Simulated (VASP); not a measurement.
VASP runs on PtSe$_{2}$ share one base input (PBE GGA, plane waves, VASP's PBE PAW potentials (set 64)) and change the settings named in each case.

**INCAR**
```
! general
SYSTEM =PtSe2
PREC   =Accurate
ENCUT  =300
LREAL  =.FALSE.
LASPH  =.TRUE.

! electronic loop
EDIFF  =1E-6
NELM   =100
ALGO   =Normal
LMAXMIX=6

! smearing
ISMEAR =0
SIGMA  =0.136

! functional
GGA    =PE

! ions
ISIF   =2

! output
LWAVE  =.FALSE.
LCHARG =.FALSE.
```

### KPOINTS
```
Regular mesh
0
gamma
  9 9 1
0 0 0
```

**POSCAR**
```
PtSe2
1
    3.6192560000     0.0000000000     0.0000000000
   -1.8096280000     3.1343680000     0.0000000000
    0.0000000000     0.0000000000    16.9820380000
Pt Se
1 2
Direct
  0.0000000000   0.0000000000   0.5000000000
  0.3333330000   0.6666670000   0.5878000000
  0.6666670000   0.3333330000   0.4122000000
```

POTCAR, in this order: Pt Se (PBE.64 set). Program: vasp_std.

```
change                                                                                                                          E(σ→0) (eV/atom)  largest force (eV/Å)
------------------------------------------------------------------------------------------------------------------------------  ----------------  --------------------
base run                                                                                                                                 -4.6949                 1.165
GGA removed, POTCAR Pt Se (LDA.64 set)                                                                                                   -5.4950                     ?
GGA_COMPAT = .FALSE., LNONCOLLINEAR = .TRUE., LSORBIT = .TRUE., MAGMOM = 0.0 0.0 0.0 0.0 0.0 0.0 0.0 0.0 0.0, program vasp_ncl           -4.8307                     ?
KPOINTS 1×1×1 Γ-centred mesh                                                                                                             -2.8976                 0.139
```

Question: What belongs in the gaps?

Answer: 
- GGA removed, POTCAR Pt Se (LDA.64 set), largest force (eV/Å): 1.805
- GGA_COMPAT = .FALSE., LNONCOLLINEAR = .TRUE., LSORBIT = .TRUE., MAGMOM = 0.0 0.0 0.0 0.0 0.0 0.0 0.0 0.0 0.0, program vasp_ncl, largest force (eV/Å): 1.127

Energies of different potentials or functionals have different zeros.  The cell holds a wide vacuum, so values per volume refer to the whole cell. Unless said otherwise, spin-orbit coupling is left out, though it shifts the bands of the heavy elements here.

Left out are runs that ran out of time, are held back, or changed the cell or the kind of run, fixed moments of cells without a moment, rows past the twelfth, gaps on odd meshes, pressures of charged cells and columns that move by less than the noise.

The cell is a sheet or thin cut with vacuum, built from a generated structure.
